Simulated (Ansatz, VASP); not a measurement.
# Cross-check of YbSe between VASP and Ansatz

Wanted: the spread between two codes on one cell, functional and k mesh. The cell is taken from a series of runs on this material, whose earlier steps may have relaxed, scaled, displaced or heated it; both programs get it as it stands.

Main program and level: Ansatz 0.2.0; plane waves, with VASP 6.6.1 beside it; zone-centre phonons at PBEsol, DFT+U.

### Step 1. The starting structure

Symmetry: Fm-3m, No. 225, cubic system. The conventional cell has a = 5.846 Å, b = 5.846 Å, c = 5.846 Å, α = 90.00°, β = 90.00°, γ = 90.00°. Yb has 6 Se at 2.92 Å nearest. Nearest to Se lie 6 Yb at 2.92 Å. Farther neighbours and most contacts between anions are not listed.

### Step 2. VASP: zone-centre phonons, PBEsol, DFT+U

Second derivatives magnify differences that forces hide, and they need a tight electronic threshold.

Lines of VASP's logs that name or quote its potential files are left out, and so is its time.

The input, INCAR:

```
SYSTEM = YbSe
PREC = Accurate
ENCUT = 600
EDIFF = 1E-08
NELM = 200
ISMEAR = 0
SIGMA = 0.01
LREAL = .FALSE.
ALGO = Normal
GGA = PS
NBANDS = 21
LDAU = .TRUE.
LDAUTYPE = 2
LDAUL = 3 -1
LDAUU = 6 0
LDAUJ = 0 0
LDAUPRINT = 1
LASPH = .TRUE.
LMAXMIX = 6
LORBIT = 11
LWAVE = .FALSE.
LCHARG = .FALSE.
ISIF = 2
IBRION = 6
NFREE = 2
POTIM = 0.015
NSW = 1
GGA_COMPAT = .FALSE.
EFERMI = MIDGAP
KPAR = 2
```

The input, POSCAR:

```
YbSe
1.0
    0.0000000000      2.9230437209      2.9230437209
    2.9230437209      0.0000000000      2.9230437209
    2.9230437209      2.9230437209      0.0000000000
Yb Se
1 1
Direct
    0.0000000000      0.0000000000      0.0000000000
    0.5000000000      0.5000000000      0.5000000000
```

The input, KPOINTS:

```
Automatic mesh
0
Gamma
8 8 8
0 0 0
```

Potentials, in the order of the species: Yb and Se (PBE family, release 64).

Command:

```bash
$ mpirun -np 2 vasp_std
```

Numbers of over 12 decimals in the logs are rounded to 6 here.

The log of the run:

```text
[banner, memory and clock lines left out]
running    2 mpi-ranks, on    1 nodes
 distrk:  each k-point on    1 cores,    2 groups
 distr:  one band on    1 cores,    1 groups

 POSCAR found type information on POSCAR YbSe
 POSCAR found :  2 types and       2 ions
|                                                                             |
|               ----> ADVICE to this user running VASP <----                  |
|                                                                             |
|     You enforced a specific xc type in the INCAR file but a different       |
|     [... a line on the potential file left out ...]
|     I HOPE YOU KNOW WHAT YOU ARE DOING!                                     |
|                                                                             |

 LDA part: xc-table for (Slater+PW92), standard interpolation
 POSCAR, INCAR and KPOINTS ok, starting setup
 FFT: planning ... GRIDC
 FFT: planning ... GRID_SOFT
 FFT: planning ... GRID
 WAVECAR not read
 entering main loop
       N       E                     dE             d eps       ncg     rms          rms(c)
DAV:   1     0.203724561889E+03    0.20372E+03   -0.11845E+04  1675   0.107E+04
DAV:   2     0.202774084405E+02   -0.18345E+03   -0.17321E+03  1666   0.966E+02
DAV:   3    -0.795425933096E+01   -0.28232E+02   -0.27812E+02  1789   0.169E+02
DAV:   4    -0.109049421922E+02   -0.29507E+01   -0.29394E+01  2175   0.434E+01
DAV:   5    -0.115060930986E+02   -0.60115E+00   -0.60057E+00  2111   0.167E+01    0.231E+01
DAV:   6    -0.111283569586E+02    0.37774E+00   -0.74737E+00  1548   0.199E+02    0.285E+01
DAV:   7    -0.110023705536E+02    0.12599E+00   -0.14541E+00  2173   0.313E+01    0.238E+01
DAV:   8    -0.119682257791E+02   -0.96586E+00   -0.62724E+00  1519   0.703E+01    0.528E+01
DAV:   9    -0.123254856221E+02   -0.35726E+00   -0.51389E-01  2298   0.118E+01    0.879E+01
DAV:  10    -0.110107612442E+02    0.13147E+01   -0.22898E+01  1451   0.132E+02    0.204E+01
DAV:  11    -0.110023213425E+02    0.84399E-02   -0.42746E-01  2074   0.193E+01    0.135E+01
DAV:  12    -0.110038925100E+02   -0.15712E-02   -0.27966E-02  2098   0.104E+00    0.136E+01
DAV:  13    -0.110062527852E+02   -0.23603E-02   -0.18702E-03  2170   0.101E+00    0.149E+01
DAV:  14    -0.110066973587E+02   -0.44457E-03   -0.21823E-04  2210   0.216E-01    0.151E+01
[...]
DAV:  30    -0.109920622110E+02    0.81858E-06   -0.83720E-07  1764   0.309E-02    0.981E-02
DAV:  31    -0.109920616991E+02    0.51191E-06   -0.19557E-06  1498   0.569E-02    0.649E-02
DAV:  32    -0.109920618343E+02   -0.13524E-06   -0.20706E-06  1903   0.562E-02    0.606E-02
DAV:  33    -0.109920617861E+02    0.48217E-07   -0.23643E-07  2096   0.801E-03    0.433E-02
DAV:  34    -0.109920616737E+02    0.11240E-06   -0.15493E-07  1666   0.173E-02    0.243E-02
DAV:  35    -0.109920616425E+02    0.31226E-07   -0.52546E-08  1384   0.862E-03    0.164E-02
DAV:  36    -0.109920616309E+02    0.11588E-07   -0.23552E-08  1246   0.474E-03    0.105E-02
DAV:  37    -0.109920616280E+02    0.29022E-08   -0.23920E-08   971   0.250E-03
   1 F= -.10992062E+02 E0= -.10992062E+02  d E =0.000000E+00
[...]
2 F= -.10991680E+02 E0= -.10991680E+02  d E =0.000000E+00
[...]
3 F= -.10991680E+02 E0= -.10991680E+02  d E =0.000000E+00
[...]
4 F= -.10991683E+02 E0= -.10991683E+02  d E =0.000000E+00
 Finite differences progress:
  Degree of freedom:   2/  2
  Displacement:        1/  2
  Total:               3/  4
 bond charge predicted
       N       E                     dE             d eps       ncg     rms          rms(c)
DAV:   1    -0.109892419424E+02    0.24415E-02   -0.53102E-01  2503   0.253E+00    0.240E-01
DAV:   2    -0.109917983436E+02   -0.25564E-02   -0.29051E-02  3976   0.125E+00    0.117E-01
DAV:   3    -0.109917006863E+02    0.97657E-04   -0.40036E-04  3866   0.150E-01    0.725E-02
DAV:   4    -0.109916813455E+02    0.19341E-04   -0.11804E-04  4148   0.141E-01    0.431E-02
DAV:   5    -0.109916833582E+02   -0.20127E-05   -0.22489E-05  4026   0.965E-02    0.212E-02
DAV:   6    -0.109916834431E+02   -0.84880E-07   -0.19058E-06  4628   0.200E-02    0.782E-03
DAV:   7    -0.109916834018E+02    0.41274E-07   -0.46436E-07  3635   0.614E-03    0.260E-03
DAV:   8    -0.109916834163E+02   -0.14496E-07   -0.98796E-08  3906   0.236E-03    0.124E-03
DAV:   9    -0.109916834157E+02    0.56298E-09   -0.56360E-09  1947   0.641E-04
   5 F= -.10991683E+02 E0= -.10991683E+02  d E =0.000000E+00
 Finite differences progress:
  Degree of freedom:   2/  2
  Displacement:        2/  2
  Total:               4/  4
```

OUTCAR, selected parts (step 2):

```text
ion  position               nearest neighbor table
   1  0.000  0.000  0.000-   2 2.92   2 2.92   2 2.92   2 2.92   2 2.92   2 2.92
   2  0.500  0.500  0.500-   1 2.92   1 2.92   1 2.92   1 2.92   1 2.92   1 2.92

  LATTYP: Found a face centered cubic cell.
 ALAT       =     5.8460874418

 Subroutine GETGRP returns: Found 48 space group operations
 (whereof 48 operations were pure point group operations)

The static configuration has the point symmetry O_h .

 Found     29 irreducible k-points:

   k-points           NKPTS =     29   k-points in BZ     NKDIM =     29   number of bands    NBANDS=     21

   dimension x,y,z NGX =    36 NGY =   36 NGZ =   36
   dimension x,y,z NGXF=    72 NGYF=   72 NGZF=   72

   ENCUT  =  600.0 eV  44.10 Ry    6.64 a.u.   8.26  8.26  8.26*2*pi/ulx,y,z

   NELECT =      30.0000    total number of electrons

 k-points in reciprocal lattice and weights: Automatic mesh
   0.00000000  0.00000000  0.00000000       0.002
   0.12500000  0.00000000  0.00000000       0.016
   0.25000000  0.00000000  0.00000000       0.016
   0.37500000  0.00000000  0.00000000       0.016
   0.50000000  0.00000000  0.00000000       0.008
   0.12500000  0.12500000  0.00000000       0.012
   0.25000000  0.12500000  0.00000000       0.047
   0.37500000  0.12500000  0.00000000       0.047
   0.50000000  0.12500000  0.00000000       0.047
[...]
-0.37500000  0.50000000  0.12500000       0.023
  -0.25000000  0.50000000  0.25000000       0.012

atom =   1  type =  1  l = 3

 onsite density matrix

spin component  1

  0.9883  0.0000  0.0001  0.0000  0.0000 -0.0000  0.0000
  0.0000  0.9871 -0.0000 -0.0000  0.0000 -0.0000 -0.0000
  0.0001 -0.0000  0.9883  0.0000 -0.0000  0.0000  0.0000
  0.0000 -0.0000  0.0000  0.9884 -0.0000  0.0000 -0.0000
  0.0000  0.0000 -0.0000 -0.0000  0.9883  0.0000 -0.0001
 -0.0000 -0.0000  0.0000  0.0000  0.0000  0.9882 -0.0000
  0.0000 -0.0000  0.0000 -0.0000 -0.0001 -0.0000  0.9883

spin component  2

 occupancies and eigenvectors

  o =  0.9871  v = -0.0000 -1.0000  0.0000  0.0000  0.0000 -0.0000  0.0000  0.0000  0.0000  0.0000  0.0000  0.0000  0.0000  0.0000      0.0000  0.0000  0.0000  0.0000  0.0000  0.0000  0.0000  0.0000  0.0000  0.0000  0.0000  0.0000  0.0000  0.0000
  o =  0.9871  v =  0.0000  0.0000  0.0000  0.0000  0.0000  0.0000  0.0000 -0.0000 -1.0000  0.0000  0.0000  0.0000 -0.0000  0.0000      0.0000  0.0000  0.0000  0.0000  0.0000  0.0000  0.0000  0.0000  0.0000  0.0000  0.0000  0.0000  0.0000  0.0000
  o =  0.9882  v = -0.0000 -0.0000  0.0000 -0.0033  0.0000  1.0000  0.0000  0.0000  0.0000  0.0000  0.0000  0.0000  0.0000  0.0000      0.0000  0.0000  0.0000  0.0000  0.0000  0.0000  0.0000  0.0000  0.0000  0.0000  0.0000  0.0000  0.0000  0.0000
  o =  0.9882  v =  0.0000  0.0000  0.0000  0.0000  0.0000  0.0000  0.0000 -0.0000 -0.0000  0.0000 -0.0033  0.0000  1.0000  0.0000      0.0000  0.0000  0.0000  0.0000  0.0000  0.0000  0.0000  0.0000  0.0000  0.0000  0.0000  0.0000  0.0000  0.0000
  o =  0.9882  v = -0.6150  0.0000  0.7886  0.0000  0.0000 -0.0000  0.0000  0.0000  0.0000  0.0000  0.0000  0.0000  0.0000  0.0000      0.0000  0.0000  0.0000  0.0000  0.0000  0.0000  0.0000  0.0000  0.0000  0.0000  0.0000  0.0000  0.0000  0.0000
  o =  0.9882  v =  0.0000  0.0000  0.0000  0.0000  0.0000  0.0000  0.0000 -0.6150  0.0000  0.7886  0.0000  0.0000 -0.0000  0.0000      0.0000  0.0000  0.0000  0.0000  0.0000  0.0000  0.0000  0.0000  0.0000  0.0000  0.0000  0.0000  0.0000  0.0000
  o =  0.9882  v =  0.0000  0.0000 -0.0000  0.0000  0.7906 -0.0000  0.6124  0.0000  0.0000  0.0000  0.0000  0.0000  0.0000  0.0000      0.0000  0.0000  0.0000  0.0000  0.0000  0.0000  0.0000  0.0000  0.0000  0.0000  0.0000  0.0000  0.0000  0.0000
  o =  0.9882  v =  0.0000  0.0000  0.0000  0.0000  0.0000  0.0000  0.0000  0.0000  0.0000 -0.0000  0.0000  0.7906 -0.0000  0.6124      0.0000  0.0000  0.0000  0.0000  0.0000  0.0000  0.0000  0.0000  0.0000  0.0000  0.0000  0.0000  0.0000  0.0000
  o =  0.9884  v =  0.0000  0.0000  0.0000  0.0000  0.0000  0.0000  0.0000  0.0000 -0.0000  0.0000 -0.0000  0.6124 -0.0000 -0.7906      0.0000  0.0000  0.0000  0.0000  0.0000  0.0000  0.0000  0.0000  0.0000  0.0000  0.0000  0.0000  0.0000  0.0000
  o =  0.9884  v =  0.0000 -0.0000  0.0000 -0.0000  0.6124 -0.0000 -0.7906  0.0000  0.0000  0.0000  0.0000  0.0000  0.0000  0.0000      0.0000  0.0000  0.0000  0.0000  0.0000  0.0000  0.0000  0.0000  0.0000  0.0000  0.0000  0.0000  0.0000  0.0000
  o =  0.9884  v = -0.7886 -0.0000 -0.6150  0.0008  0.0000  0.0000 -0.0000  0.0000  0.0000  0.0000  0.0000  0.0000  0.0000  0.0000      0.0000  0.0000  0.0000  0.0000  0.0000  0.0000  0.0000  0.0000  0.0000  0.0000  0.0000  0.0000  0.0000  0.0000
  o =  0.9884  v =  0.0000  0.0000  0.0000  0.0000  0.0000  0.0000  0.0000 -0.7886 -0.0000 -0.6150  0.0008  0.0000  0.0000 -0.0000      0.0000  0.0000  0.0000  0.0000  0.0000  0.0000  0.0000  0.0000  0.0000  0.0000  0.0000  0.0000  0.0000  0.0000
  o =  0.9884  v =  0.0006  0.0000  0.0005  1.0000  0.0000  0.0033 -0.0000  0.0000  0.0000  0.0000  0.0000  0.0000  0.0000  0.0000      0.0000  0.0000  0.0000  0.0000  0.0000  0.0000  0.0000  0.0000  0.0000  0.0000  0.0000  0.0000  0.0000  0.0000
  o =  0.9884  v =  0.0000  0.0000  0.0000  0.0000  0.0000  0.0000  0.0000  0.0006  0.0000  0.0005  1.0000  0.0000  0.0033 -0.0000      0.0000  0.0000  0.0000  0.0000  0.0000  0.0000  0.0000  0.0000  0.0000  0.0000  0.0000  0.0000  0.0000  0.0000

 average (electrostatic) potential at core
       1 -31.6320       2 -54.8478

 E-fermi :   3.1187

 k-point     1 :       0.0000    0.0000    0.0000
  band No.  band energies     occupation
    ...
     11       2.3432      2.00000
     12       2.3432      2.00000
     13       2.8636      2.00000
     14       2.8636      2.00000
     15       2.8636      2.00000
     16       4.6066      0.00000
     17       5.5480      0.00000
     18       5.5487      0.00000
     19       5.5487      0.00000
     20       6.5703      0.00000
    ...

 k-point     2 :       0.1250    0.0000    0.0000
  band No.  band energies     occupation
    ...
     11       2.3304      2.00000
     12       2.3436      2.00000
     13       2.5645      2.00000
     14       2.6833      2.00000
     15       2.6835      2.00000
     16       5.1970      0.00000
     17       5.8472      0.00000
     18       5.8480      0.00000
     19       6.0384      0.00000
     20       7.1383      0.00000
    ...

 k-point     3 :       0.2500    0.0000    0.0000
  band No.  band energies     occupation
    ...
     11       2.3029      2.00000
     12       2.3447      2.00000
     13       2.3922      2.00000
     14       2.4499      2.00000
     15       2.4500      2.00000
     16       5.4499      0.00000
     17       6.6055      0.00000
     18       6.6056      0.00000
     19       7.7186      0.00000
     20       8.5187      0.00000
    ...

 k-point     4 :       0.3750    0.0000    0.0000
  band No.  band energies     occupation
    ...
     11       2.2778      2.00000
     12       2.3386      2.00000
     13       2.3386      2.00000
     14       2.3441      2.00000
     15       2.3457      2.00000
     16       5.9323      0.00000
     17       7.6960      0.00000
     18       7.6961      0.00000
     19       8.5891      0.00000
     20      10.0286      0.00000
    ...

 k-point     5 :       0.5000    0.0000    0.0000
  band No.  band energies     occupation
    ...
     11       2.2669      2.00000
     12       2.3103      2.00000
     13       2.3103      2.00000
     14       2.3395      2.00000
     15       2.3462      2.00000
     16       6.3928      0.00000
     17       8.1242      0.00000
     18       8.5413      0.00000
     19       8.5417      0.00000
     20      10.2123      0.00000
    ...

 k-point     6 :       0.1250    0.1250    0.0000
  band No.  band energies     occupation
    ...
     11       2.3308      2.00000
     12       2.3335      2.00000
     13       2.4950      2.00000
     14       2.7160      2.00000
     15       2.7161      2.00000
     16       5.0769      0.00000
     17       5.3834      0.00000
     18       6.3082      0.00000
     19       6.3107      0.00000
     20       6.7309      0.00000
    ...

  Total       -0.1537312     -0.1594137     -0.1594137      0.0000000     -0.0000000     -0.0000000
  in kB       -4.9310205     -5.1132869     -5.1132869      0.0000000     -0.0000000     -0.0000000
  external PRESSURE =      -5.0525314 kB  Pullay stress =       0.0000000 kB

  energy-cutoff  :      600.00
  volume of cell :       49.95
      direct lattice vectors                 reciprocal lattice vectors
     0.000000000  2.923043721  2.923043721    -0.171054575  0.171054575  0.171054575
     2.923043721  0.000000000  2.923043721     0.171054575 -0.171054575  0.171054575
     2.923043721  2.923043721  0.000000000     0.171054575  0.171054575 -0.171054575

 POSITION                                       TOTAL-FORCE (eV/Angst)
 -----------------------------------------------------------------------------------
      0.00000      0.00000      0.00000        -0.050414      0.000000      0.000000
      2.90804      2.92304      2.92304         0.050414      0.000000      0.000000
 -----------------------------------------------------------------------------------
    total drift:                               -0.000091      0.000000     -0.000000

  FREE ENERGIE OF THE ION-ELECTRON SYSTEM (eV)
  ---------------------------------------------------
  free  energy   TOTEN  =       -10.9916834157 eV

  energy  without entropy=      -10.9916834157  energy(sigma->0) =      -10.99168342

 Eigenvectors and eigenvalues of the dynamical matrix
 ----------------------------------------------------

   1 f  =    3.895099 THz    24.473626 2PiTHz  129.926503 cm-1    16.108826 meV
             X         Y         Z           dx          dy          dz
      0.000000  0.000000  0.000000     0.000000    0.560504    0.000000
      2.923044  2.923044  2.923044     0.000000   -0.828152    0.000000

   2 f  =    3.895099 THz    24.473626 2PiTHz  129.926503 cm-1    16.108826 meV
             X         Y         Z           dx          dy          dz
      0.000000  0.000000  0.000000     0.560504   -0.000000    0.000000
      2.923044  2.923044  2.923044    -0.828152   -0.000000    0.000000

   3 f  =    3.895099 THz    24.473626 2PiTHz  129.926503 cm-1    16.108826 meV
             X         Y         Z           dx          dy          dz
      0.000000  0.000000  0.000000     0.000000    0.000000   -0.560504
      2.923044  2.923044  2.923044     0.000000    0.000000    0.828152

   4 f/i=    0.003489 THz     0.021923 2PiTHz    0.116385 cm-1     0.014430 meV
             X         Y         Z           dx          dy          dz
      0.000000  0.000000  0.000000    -0.672614   -0.463397    0.136706
      2.923044  2.923044  2.923044    -0.455234   -0.313633    0.092524

   5 f/i=    0.003489 THz     0.021923 2PiTHz    0.116385 cm-1     0.014430 meV
             X         Y         Z           dx          dy          dz
      0.000000  0.000000  0.000000     0.012205   -0.250549   -0.789247
      2.923044  2.923044  2.923044     0.008261   -0.169575   -0.534173

   6 f/i=    0.003489 THz     0.021923 2PiTHz    0.116385 cm-1     0.014430 meV
             X         Y         Z           dx          dy          dz
      0.000000  0.000000  0.000000     0.482987   -0.639002    0.210322
      2.923044  2.923044  2.923044     0.326892   -0.432485    0.142349

 ELASTIC MODULI CONTR FROM IONIC RELAXATION (kBar)
 Direction    XX          YY          ZZ          XY          YZ          ZX
 --------------------------------------------------------------------------------
 XX           0.0000      0.0000      0.0000      0.0000      0.0000      0.0000
 YY           0.0000      0.0000      0.0000      0.0000      0.0000      0.0000
 ZZ           0.0000      0.0000      0.0000      0.0000      0.0000      0.0000
 XY           0.0000      0.0000      0.0000      0.0000      0.0000      0.0000
 YZ           0.0000      0.0000      0.0000      0.0000      0.0000      0.0000
 ZX           0.0000      0.0000      0.0000      0.0000      0.0000      0.0000
 --------------------------------------------------------------------------------

 total charge
# of ion       s       p       d       f       tot
--------------------------------------------------
    1        2.101   6.062   0.307  13.825  22.295
    2        1.431   2.485   0.014   0.000   3.930
--------------------------------------------------
tot          3.532   8.547   0.322  13.825  26.225
```

This run has no spin polarisation, so a moment on Yb, if there is one, isn't seen. DFT+U on an f shell has many metastable occupations, and no search among them was made.

Levels, forces or a CONTCAR printed for this step are those of its last displaced cell, not of the structure at rest.

(Continued in part 2 of 2.)

[Lines on the potential files, build, host, timing and source positions are cut from VASP's logs without a mark.]

[Logs are printed without paths, hosts, clocks, repeated set-up lines and the standing remarks that a program may print on its own settings, such as how far it seeks lower states.]

[Hosts, paths, dates, database ids (printed as entryN), source tags and the programs' standing remarks are cut or masked in the printed files.]
